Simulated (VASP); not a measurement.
# BPd4 (Pmm2) in VASP: notebook, part 2 of 2

VASP 6.6.1. Earlier steps stand in the parts before.

## Step 3: Band structure, BLYP

The input, INCAR:

```
SYSTEM = BPd4
  PREC = Accurate
  ENCUT = 520
  EDIFF = 1E-6
  ISMEAR = -1
  SIGMA = 0.05
  LREAL = .FALSE.
  LASPH = .TRUE.
  NELM = 100
  ALGO = Fast
  ISIF = 2
  LWAVE = .FALSE.
  LCHARG = .FALSE.
  LMAXMIX = 4
  GGA = B5
  ALDAX = 1.0
  AGGAX = 1.0
  AGGAC = 1.0
  ALDAC = 0.0
  NBANDS = 30
```

The input, KPOINTS:

```
regular mesh
0
G
  7 5 4
  0 0 0
```

The input, POSCAR:

```
BPd4
1.0
    2.8920299704      0.0000000000      0.0000000000
    0.0000000000      4.3650077954      0.0000000000
    0.0000000000      0.0000000000      5.8563150000
Pd B
4 1
Direct
    0.5000000000      0.0000000000      0.1975780000
    0.0000000000      0.0000000000      0.6194700000
    0.0000000000      0.5000000000      0.3291640000
    0.5000000000      0.5000000000      0.8675610000
    0.5000000000      0.0000000000      0.8632270000
```

The input, KPOINTS_OPT:

```
path GXSYGZURTZ,YT,UX,SR
10
line-mode
reciprocal
 0.0000000000  0.0000000000  0.0000000000  G
 0.5000000000  0.0000000000  0.0000000000  X

 0.5000000000  0.0000000000  0.0000000000  X
 0.5000000000  0.5000000000  0.0000000000  S

 0.5000000000  0.5000000000  0.0000000000  S
 0.0000000000  0.5000000000  0.0000000000  Y

 0.0000000000  0.5000000000  0.0000000000  Y
 0.0000000000  0.0000000000  0.0000000000  G

 0.0000000000  0.0000000000  0.0000000000  G
 0.0000000000  0.0000000000  0.5000000000  Z

 0.0000000000  0.0000000000  0.5000000000  Z
 0.5000000000  0.0000000000  0.5000000000  U

 0.5000000000  0.0000000000  0.5000000000  U
 0.5000000000  0.5000000000  0.5000000000  R

 0.5000000000  0.5000000000  0.5000000000  R
 0.0000000000  0.5000000000  0.5000000000  T

 0.0000000000  0.5000000000  0.5000000000  T
 0.0000000000  0.0000000000  0.5000000000  Z

 0.0000000000  0.5000000000  0.0000000000  Y
 0.0000000000  0.5000000000  0.5000000000  T

 0.5000000000  0.0000000000  0.5000000000  U
 0.5000000000  0.0000000000  0.0000000000  X

 0.5000000000  0.5000000000  0.0000000000  S
 0.5000000000  0.5000000000  0.5000000000  R
```

Potentials or basis: VASP PAW PBE potentials, release 64 (Pd, B).

Run with:

```sh
cat potpaw_PBE.64/Pd/POTCAR potpaw_PBE.64/B/POTCAR > POTCAR
mpirun -np 1 vasp_std > vasp.out
```

Run time: 3 min. Hardware: 1 thread of Intel Xeon Platinum 8488C (Sapphire Rapids), shared host; peak memory 0.25 GiB.

Results (log left out):

```yaml
Free_energy: -23.6237 eV
Pressure: 7.8 GPa
Largest_force: 0.223 eV/Å
Band_gap_along_the_path: none (metal or under the smearing width)
```

Forces in eV/Å, atoms in the order of the input:
```
Pd   0.000  0.000 -0.223
Pd   0.000  0.000  0.026
Pd   0.000  0.000  0.104
Pd   0.000  0.000  0.065
B    0.000  0.000  0.028
```

Stress tensor (GPa, compression positive):
```
7.93 0.00 0.00
0.00 8.24 0.00
0.00 0.00 7.33
```

Levels at the corners of the path, in eV from the Fermi level:
| point | band 18 | band 19 | band 20 | band 21 | band 22 | band 23 | band 24 | band 25 |
| --- | --- | --- | --- | --- | --- | --- | --- | --- |
| Γ | -1.42 | -1.24 | -0.84 | -0.57 | -0.21 | 0.04 | 0.42 | 5.16 |
| X | -0.66 | -0.63 | -0.34 | 0.42 | 0.49 | 1.75 | 2.45 | 3.48 |
| X | -0.66 | -0.63 | -0.34 | 0.42 | 0.49 | 1.75 | 2.45 | 3.48 |
| S | -0.78 | -0.40 | -0.07 | 0.77 | 1.47 | 2.31 | 2.44 | 3.19 |
| S | -0.78 | -0.40 | -0.07 | 0.77 | 1.47 | 2.31 | 2.44 | 3.19 |
| Y | -1.50 | -0.99 | -0.91 | -0.88 | -0.74 | -0.48 | 1.56 | 2.22 |
| Y | -1.50 | -0.99 | -0.91 | -0.88 | -0.74 | -0.48 | 1.56 | 2.22 |
| Γ | -1.42 | -1.24 | -0.84 | -0.57 | -0.21 | 0.04 | 0.42 | 5.16 |
| Γ | -1.42 | -1.24 | -0.84 | -0.57 | -0.21 | 0.04 | 0.42 | 5.16 |
| Z | -1.32 | -1.28 | -1.14 | -0.86 | 0.03 | 1.59 | 1.94 | 4.66 |
| Z | -1.32 | -1.28 | -1.14 | -0.86 | 0.03 | 1.59 | 1.94 | 4.66 |
| U | -0.65 | -0.59 | -0.32 | 0.00 | 0.57 | 1.53 | 2.33 | 2.87 |
| U | -0.65 | -0.59 | -0.32 | 0.00 | 0.57 | 1.53 | 2.33 | 2.87 |
| R | -0.70 | -0.65 | -0.22 | -0.17 | 1.10 | 2.30 | 2.57 | 2.72 |
| R | -0.70 | -0.65 | -0.22 | -0.17 | 1.10 | 2.30 | 2.57 | 2.72 |
| T | -1.14 | -0.99 | -0.90 | -0.78 | -0.49 | -0.44 | -0.14 | 3.28 |
| T | -1.14 | -0.99 | -0.90 | -0.78 | -0.49 | -0.44 | -0.14 | 3.28 |
| Z | -1.32 | -1.28 | -1.14 | -0.86 | 0.03 | 1.59 | 1.94 | 4.66 |
| Y | -1.50 | -0.99 | -0.91 | -0.88 | -0.74 | -0.48 | 1.56 | 2.22 |
| T | -1.14 | -0.99 | -0.90 | -0.78 | -0.49 | -0.44 | -0.14 | 3.28 |
| U | -0.65 | -0.59 | -0.32 | 0.00 | 0.57 | 1.53 | 2.33 | 2.87 |
| X | -0.66 | -0.63 | -0.34 | 0.42 | 0.49 | 1.75 | 2.45 | 3.48 |
| S | -0.78 | -0.40 | -0.07 | 0.77 | 1.47 | 2.31 | 2.44 | 3.19 |
| R | -0.70 | -0.65 | -0.22 | -0.17 | 1.10 | 2.30 | 2.57 | 2.72 |

Caveat: the PAW data sets were made with another functional, which shifts forces and pressure a little.

## Step 4: Band structure, AM05

Changes to INCAR since step 3:

```diff
@@ -14,7 +14,3 @@
   LMAXMIX = 4
-  GGA = B5
-  ALDAX = 1.0
-  AGGAX = 1.0
-  AGGAC = 1.0
-  ALDAC = 0.0
+  GGA = AM
   NBANDS = 30
```

KPOINTS is that of step 3.

POSCAR is that of step 3.

KPOINTS_OPT is that of step 3.

Run with:

```sh
cat potpaw_PBE.64/Pd/POTCAR potpaw_PBE.64/B/POTCAR > POTCAR
mpirun -np 1 vasp_std > vasp.out
```

It took 2.9 min on 1 thread of Intel Xeon Platinum 8488C (Sapphire Rapids), shared host; peak memory 0.26 GiB.

It converged, with:

* Free energy: -29.3877 eV
* Pressure: -8.8 GPa
* Largest force: 0.157 eV/Å
* Band gap along the path: none (metal or under the smearing width)

Forces on the atoms (eV/Å):
```
Pd   0.000  0.000 -0.157
Pd   0.000  0.000  0.036
Pd   0.000  0.000 -0.032
Pd   0.000  0.000  0.139
B    0.000  0.000  0.014
```

Stress tensor (GPa, compression positive):
```
-8.86  0.00  0.00
 0.00 -9.01  0.00
 0.00  0.00 -8.50
```

Levels at the corners of the path, in eV from the Fermi level:
```tsv
point	band 18	band 19	band 20	band 21	band 22	band 23	band 24	band 25
Γ	-1.37	-1.19	-0.83	-0.53	-0.32	0.06	0.41	5.25
X	-0.63	-0.60	-0.31	0.41	0.44	1.76	2.52	3.40
X	-0.63	-0.60	-0.31	0.41	0.44	1.76	2.52	3.40
S	-0.75	-0.37	-0.06	0.77	1.45	2.31	2.36	3.02
S	-0.75	-0.37	-0.06	0.77	1.45	2.31	2.36	3.02
Y	-1.46	-0.99	-0.86	-0.86	-0.77	-0.44	1.34	2.24
Y	-1.46	-0.99	-0.86	-0.86	-0.77	-0.44	1.34	2.24
Γ	-1.37	-1.19	-0.83	-0.53	-0.32	0.06	0.41	5.25
Γ	-1.37	-1.19	-0.83	-0.53	-0.32	0.06	0.41	5.25
Z	-1.30	-1.23	-1.08	-0.82	0.05	1.60	1.90	4.45
Z	-1.30	-1.23	-1.08	-0.82	0.05	1.60	1.90	4.45
U	-0.61	-0.58	-0.30	0.00	0.54	1.54	2.39	2.80
U	-0.61	-0.58	-0.30	0.00	0.54	1.54	2.39	2.80
R	-0.69	-0.61	-0.18	-0.17	1.01	2.16	2.35	2.65
R	-0.69	-0.61	-0.18	-0.17	1.01	2.16	2.35	2.65
T	-1.19	-0.94	-0.88	-0.85	-0.45	-0.44	-0.13	3.28
T	-1.19	-0.94	-0.88	-0.85	-0.45	-0.44	-0.13	3.28
Z	-1.30	-1.23	-1.08	-0.82	0.05	1.60	1.90	4.45
Y	-1.46	-0.99	-0.86	-0.86	-0.77	-0.44	1.34	2.24
T	-1.19	-0.94	-0.88	-0.85	-0.45	-0.44	-0.13	3.28
U	-0.61	-0.58	-0.30	0.00	0.54	1.54	2.39	2.80
X	-0.63	-0.60	-0.31	0.41	0.44	1.76	2.52	3.40
S	-0.75	-0.37	-0.06	0.77	1.45	2.31	2.36	3.02
R	-0.69	-0.61	-0.18	-0.17	1.01	2.16	2.35	2.65
```

Caveat: the PAW data sets were made with another functional, which shifts forces and pressure a little.

## Step 5: Band structure, PW91

Changes to INCAR since step 4:

```diff
@@ -14,3 +14,3 @@
   LMAXMIX = 4
-  GGA = AM
+  GGA = 91
   NBANDS = 30
```

KPOINTS is that of step 4.

POSCAR is that of step 4.

KPOINTS_OPT is that of step 4.

Run with:

```sh
cat potpaw_PBE.64/Pd/POTCAR potpaw_PBE.64/B/POTCAR > POTCAR
mpirun -np 1 vasp_std > vasp.out
```

It took 2.3 min on 1 thread of Intel Xeon Platinum 8488C (Sapphire Rapids), shared host; peak memory 0.26 GiB.

The run converged. Its results:

| Property | Result |
| --- | --- |
| Free energy | -27.6690 eV |
| Pressure | -0.6 GPa |
| Largest force | 0.178 eV/Å |
| Band gap along the path | none (metal or under the smearing width) |

Forces in eV/Å, atoms in the order of the input:
```
Pd   0.000  0.000 -0.178
Pd   0.000  0.000  0.004
Pd   0.000  0.000  0.046
Pd   0.000  0.000  0.092
B    0.000  0.000  0.035
```

Stress tensor (GPa, compression positive):
```
-0.71  0.00  0.00
 0.00 -0.42  0.00
 0.00  0.00 -0.71
```

Levels at the corners of the path, in eV from the Fermi level:
```tsv
point	band 19	band 20	band 21	band 22	band 23	band 24
Γ	-1.21	-0.83	-0.55	-0.28	0.05	0.42
X	-0.61	-0.32	0.41	0.46	1.77	2.49
X	-0.61	-0.32	0.41	0.46	1.77	2.49
S	-0.38	-0.06	0.77	1.46	2.31	2.40
S	-0.38	-0.06	0.77	1.46	2.31	2.40
Y	-0.99	-0.88	-0.87	-0.75	-0.46	1.42
Y	-0.99	-0.88	-0.87	-0.75	-0.46	1.42
Γ	-1.21	-0.83	-0.55	-0.28	0.05	0.42
Γ	-1.21	-0.83	-0.55	-0.28	0.05	0.42
Z	-1.26	-1.11	-0.84	0.04	1.59	1.92
Z	-1.26	-1.11	-0.84	0.04	1.59	1.92
U	-0.58	-0.31	0.00	0.55	1.54	2.37
U	-0.58	-0.31	0.00	0.55	1.54	2.37
R	-0.62	-0.20	-0.17	1.04	2.22	2.43
R	-0.62	-0.20	-0.17	1.04	2.22	2.43
T	-0.96	-0.89	-0.82	-0.47	-0.44	-0.13
T	-0.96	-0.89	-0.82	-0.47	-0.44	-0.13
Z	-1.26	-1.11	-0.84	0.04	1.59	1.92
Y	-0.99	-0.88	-0.87	-0.75	-0.46	1.42
T	-0.96	-0.89	-0.82	-0.47	-0.44	-0.13
U	-0.58	-0.31	0.00	0.55	1.54	2.37
X	-0.61	-0.32	0.41	0.46	1.77	2.49
S	-0.38	-0.06	0.77	1.46	2.31	2.40
R	-0.62	-0.20	-0.17	1.04	2.22	2.43
```

Caveat: the PAW data sets were made with another functional, which shifts forces and pressure a little.

## Step 6: For comparison

An earlier run on the cell as given: functional PBEsol; potentials or basis VASP PAW PBE potentials, release 64 (Pd, B); cutoff 520 eV; k mesh 9 × 6 × 5; occupations fermi-dirac, width 0.05 eV; no spin polarisation.

- Pressure: -8.5 GPa
- Largest force: 0.138 eV/Å
- Band gap on the k mesh: none (metal or under the smearing width)

## Step 7: Overview

| task | level | k mesh | ladder | pressure (GPa) | largest force (eV/Å) |
| --- | --- | --- | --- | --- | --- |
| band structure | revPBE | 7 × 5 × 4 | - | 1.7 | 0.20 |
| band structure | BLYP | 7 × 5 × 4 | - | 7.8 | 0.22 |
| band structure | AM05 | 7 × 5 × 4 | - | -8.8 | 0.16 |
| band structure | PW91 | 7 × 5 × 4 | - | -0.6 | 0.18 |
| single point | PBEsol | 9 × 6 × 5 | free | -8.5 | 0.14 |

Alike in all rows: potentials or basis VASP PAW PBE potentials, release 64 (Pd, B); no spin polarisation; cell as given; cutoff (eV) 520; smearing fermi-dirac 0.05 eV.

The pressure there spans -8.8 GPa (AM05) to 7.8 GPa (BLYP); a positive pressure means that this level wants a larger cell, a negative one a smaller.

Caveats: the PAW data sets were made with another functional, which shifts forces and pressure a little.

Absolute energies hang on the potentials; compare differences alone.
